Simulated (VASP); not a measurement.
# CaZr2N2 (Immm) in VASP: notebook

One crystal, CaZr2N2, is run at these levels: PBE, r2SCAN; tasks: relaxation of cell and atoms, single point.

Program: VASP 6.6.1. These are calculated values, not measurements. Logs are shortened: lines on timing, memory, paths and dates and some standing lists are left out, and cuts for length are marked.

**1. The structure**

Symmetry: Immm, No. 71, orthorhombic system. Conventional cell: a = 3.492 Å, b = 4.532 Å, c = 10.391 Å, α = 90.00°, β = 90.00°, γ = 90.00°. Ca (site symmetry mmm) is surrounded by 4 N at 2.57 Å. Zr (site symmetry mm2) is surrounded by 4 N at 2.22 to 2.27 Å. N (site symmetry mm2) is surrounded by 4 Zr at 2.22 to 2.27 Å.

The cell was built by a generator and needn't be a form met in nature.

**2. Relaxation of cell and atoms, PBE**

Contents of INCAR:

```
SYSTEM = CaZr2N2
PREC     = Accurate       ! precision mode
ENCUT    = 520            ! plane-wave cutoff, eV
EDIFF    = 1E-6           ! SCF threshold, eV
ISMEAR   = 0              ! smearing method
SIGMA    = 0.1            ! smearing width, eV
LREAL    = .FALSE.        ! projectors in reciprocal space
LASPH    = .TRUE.         ! aspherical terms in the spheres
NELM     = 120            ! most SCF steps
ALGO     = Normal         ! electronic algorithm
ISIF     = 3              ! what is computed and relaxed
LWAVE    = .FALSE.        ! write WAVECAR
LCHARG   = .FALSE.        ! write CHGCAR
GGA      = PE             ! functional
IBRION   = 2              ! ionic algorithm
NSW      = 90             ! ionic steps
EDIFFG   = -0.01          ! ionic threshold
KPAR     = 8
```

Contents of KPOINTS:

```
regular mesh
0
G
  10 10 10
  0 0 0
```

Contents of POSCAR:

```
CaZr2N2
1.0
   -1.7460000000      2.2658828300      5.1954881400
    1.7460000000     -2.2658828300      5.1954881400
    1.7460000000      2.2658828300     -5.1954881400
Ca Zr N
1 2 2
Direct
    0.0000000000      0.0000000000      0.0000000000
    0.6875429400      0.6875429400      0.0000000000
    0.3124570600      0.3124570600      0.0000000000
    0.8190178100      0.3190178100      0.5000000000
    0.1809821900      0.6809821900      0.5000000000
```

Potentials or basis: VASP PAW PBE potentials, release 64 (Ca_sv, Zr_sv, N).

Launch:

```
$ cat potpaw_PBE.64/Ca_sv/POTCAR potpaw_PBE.64/Zr_sv/POTCAR potpaw_PBE.64/N/POTCAR > POTCAR
$ mpirun -np 8 vasp_std > vasp.out
```

OUTCAR:

```text
SYSTEM = CaZr2N2
   PREC = Accurate
   ENCUT = 520
   EDIFF = 1E-6
   ISMEAR = 0
   LREAL = .FALSE.
   LASPH = .TRUE.
   NELM = 120
   ISIF = 3
   GGA = PE
   IBRION = 2
   NSW = 90
   EDIFFG = -0.01

 ion  position               nearest neighbor table
   1  0.000  0.000  0.000-   2 3.25   3 3.25   2 3.46   3 3.46   2 3.46   2 3.46   2 3.46   3 3.46
                             3 3.46   3 3.46
   2  0.688  0.688  0.000-   4 2.22   4 2.22   5 2.27   5 2.27   3 3.14   3 3.14   3 3.14   3 3.14
                             1 3.25   1 3.46   1 3.46   1 3.46   1 3.46   3 3.90
   3  0.312  0.312  0.000-   5 2.22   5 2.22   4 2.27   4 2.27   2 3.14   2 3.14   2 3.14   2 3.14
                             1 3.25   1 3.46   1 3.46   1 3.46   1 3.46   2 3.90
   4  0.819  0.319  0.500-   2 2.22   2 2.22   3 2.27   3 2.27
   5  0.181  0.681  0.500-   3 2.22   3 2.22   2 2.27   2 2.27

  LATTYP: Found a body centered orthorhombic cell.
 ALAT       =     3.4920000000
 B/A-ratio  =     1.2977564891
 C/A-ratio  =     2.9756518557

  Lattice vectors:

 A1 = (  -1.7460000000,   2.2658828300,   5.1954881400)
 A2 = (   1.7460000000,  -2.2658828300,   5.1954881400)
 A3 = (   1.7460000000,   2.2658828300,  -5.1954881400)

Analysis of symmetry for initial positions (statically):
=====================================================================
 Subroutine PRICEL returns:
 Original cell was already a primitive cell.

 Routine SETGRP: Setting up the symmetry group for a
 body centered orthorhombic supercell.

 Subroutine GETGRP returns: Found  8 space group operations
 (whereof  8 operations were pure point group operations)
 out of a pool of  8 trial point group operations.

The static configuration has the point symmetry D_2h.

Analysis of symmetry for dynamics (positions and initial velocities):
=====================================================================
 Subroutine PRICEL returns:
 Original cell was already a primitive cell.

 Routine SETGRP: Setting up the symmetry group for a
 body centered orthorhombic supercell.

 Subroutine GETGRP returns: Found  8 space group operations
 (whereof  8 operations were pure point group operations)
 out of a pool of  8 trial point group operations.

The dynamic configuration has the point symmetry D_2h.

 Subroutine INISYM returns: Found  8 space group operations
 (whereof  8 operations are pure point group operations),
 and found     1 'primitive' translations

[... 108 lines left out ...]
   POTIM  = 0.5000    time-step for ionic-motion
   TEBEG  =    0.0;   TEEND  =   0.0 temperature during run
   PSTRESS=    0.0 pullay stress
   NELECT =      44.0000    total number of electrons
   NUPDOWN=      -1.0000    fix difference up-down
   EMIN   =  10.00;   EMAX   =-10.00  energy-range for DOS
   EFERMI =   0.00;   METHOD = LEGACY
   ISMEAR =     0;   SIGMA  =   0.10  broadening in eV -4-tet -1-fermi 0-gaus
   EFERMI_NEDOS =   21; number of points for ismear=-14 and -15
   IALGO  =     38    algorithm
   IMIX   =      4    mixing-type and parameters
     AMIX     =   0.40;   BMIX     =  1.00
     AMIX_MAG =   1.60;   BMIX_MAG =  1.00
  volume/ion in A,a.u.               =      16.44       110.97
  Fermi-wavevector in a.u.,A,eV,Ry     =   1.329137  2.511705 24.036118  1.766605
  Thomas-Fermi vector in A             =   2.458322
   LORBIT       =      0    0 simple, 1 ext, 2 COOP (PROOUT), +10 PAW based schemes
   GGA     = PE    functional components
   LHFCALC =     F    Hartree Fock is set to
   AEXX    =    0.0000 exact exchange contribution
   IVDW    =     0    specifies the selected vdW correction
   LEPSILON=     F    determine dielectric tensor
   LRPA    =     F    only Hartree local field effects (RPA)
 conjugate gradient relaxation of ions
 non-spin polarized calculation
 Gauss-broadening in eV      SIGMA  =   0.10
  energy-cutoff  :      520.00
  volume of cell :       82.22
 maximum number of plane-waves:      2242
 NGX is ok and might be reduce to    48
   NGX = 23   NGY = 23   NGZ = 23

--------------------------------------- Ionic step        1  -------------------------------------------

 number of electron      43.9999999 magnetization

 Free energy of the ion-electron system (eV)
  ---------------------------------------------------
  ext. energy  EPLUGINS =         0.00000000
  ---------------------------------------------------
  free energy    TOTEN  =       -41.77573780 eV

  energy without entropy =      -41.76119218  energy(sigma->0) =      -41.76846499

------------------------ aborting loop because EDIFF is reached ----------------------------------------

  FORCE on cell =-STRESS in cart. coord.  units (eV):
  Direction    XX          YY          ZZ          XY          YZ          ZX
  --------------------------------------------------------------------------------------
  -------------------------------------------------------------------------------------
  Total       -0.8955872      0.0196637      0.1507260      0.0000000      0.0000000      0.0000000
  in kB      -17.4522091      0.3831851      2.9371819      0.0000000      0.0000000      0.0000000
  external PRESSURE =      -4.7106140 kB  Pullay stress =       0.0000000 kB
[... 299 lines left out ...]
--------------------------------------- Ionic step        9  -------------------------------------------

 number of electron      44.0000000 magnetization

 Free energy of the ion-electron system (eV)
  ---------------------------------------------------
  ext. energy  EPLUGINS =         0.00000000
  ---------------------------------------------------
  free energy    TOTEN  =       -41.78243539 eV

  energy without entropy =      -41.76619023  energy(sigma->0) =      -41.77431281

 E-fermi :   7.6136     XC(G=0): -10.8683

 val. band max:        7.6077298243   @ k =  -0.4000  -0.3000   0.2000
 cond. band min:       7.6136173109   @ k =   0.5000   0.3000   0.0000
 fundamental gap:      0.0058874866
 Fermi energy:         7.6135657475

 k-point     1 :       0.0000    0.0000    0.0000
  band No.  band energies     occupation
      1     -41.5833      2.00000
      2     -41.4415      2.00000
      3     -32.7752      2.00000
      4     -19.9685      2.00000
      5     -19.7536      2.00000
      6     -19.6637      2.00000
[... 685 lines left out ...]
     25       9.6919      0.00000
     26      10.1970      0.00000

 [... further k-points ...]

------------------------ aborting loop because EDIFF is reached ----------------------------------------

  FORCE on cell =-STRESS in cart. coord.  units (eV):
  Direction    XX          YY          ZZ          XY          YZ          ZX
  --------------------------------------------------------------------------------------
  -------------------------------------------------------------------------------------
  Total       -0.0051913     -0.0014873      0.0256943      0.0000000      0.0000000      0.0000000
  in kB       -0.1008172     -0.0288840      0.4989938      0.0000000      0.0000000      0.0000000
  external PRESSURE =       0.1230975 kB  Pullay stress =       0.0000000 kB
[... 20 lines left out ...]
  FREE ENERGIE OF THE ION-ELECTRON SYSTEM (eV)
  ---------------------------------------------------
  free  energy   TOTEN  =       -41.7824353889 eV

  energy  without entropy=      -41.7661902346  energy(sigma->0) =      -41.77431281

 reached required accuracy - stopping structural energy minimisation
```

Wall time 6.6 min (8 MPI ranks of AMD EPYC 9R45 (Zen 5), shared host); peak memory 0.61 GiB.

Results:

```yaml
Free_energy: -41.7824 eV
Relaxed_volume: 16.50 Å³/atom
Relaxed_cell: a = 5.972 Å, b = 5.972 Å, c = 5.972 Å, α = 146.27°, β = 135.33°, γ = 57.13°
Space_group_after_relaxing_to_0.05_Å: Immm (No. 71)
Energy_gained_by_relaxing: 1.3 meV/atom
Ionic_steps: 9
Pressure_after_relaxing: 0.0 GPa
Largest_force_after_relaxing: 0.008 eV/Å
Band_gap_on_the_k_mesh: none (metal or under the smearing width)
```

Forces in eV/Å, atoms in the order of the input:
```
Ca   0.000  0.000  0.000
Zr   0.000  0.000 -0.008
Zr   0.000  0.000  0.008
N    0.000  0.000  0.005
N    0.000  0.000 -0.005
```

The path:
```csv
step,energy change (eV),largest force (eV/Å),pressure (GPa),volume (Å³)
1,0.0000,0.1261,-0.47,82.22
2,-0.0041,0.0249,0.92,81.64
3,-0.0043,0.0054,0.67,81.75
4,-0.0059,0.0437,-0.13,82.30
5,-0.0059,0.0366,0.01,82.20
6,-0.0064,0.0371,0.02,82.30
7,-0.0065,0.0369,0.02,82.37
8,-0.0067,0.0168,0.05,82.43
9,-0.0067,0.0080,0.01,82.50
```

Final structure:
```
CELL_PARAMETERS angstrom
-1.73266 2.26954 5.24495
1.73266 -2.26954 5.24495
1.73266 2.26954 -5.24495
ATOMIC_POSITIONS crystal
Ca 0.00000 0.00000 0.00000
Zr 0.68909 0.68909 0.00000
Zr 0.31091 0.31091 0.00000
N 0.81852 0.31852 0.50000
N 0.18148 0.68148 0.50000
```

(Continued in part 2 of 2.)
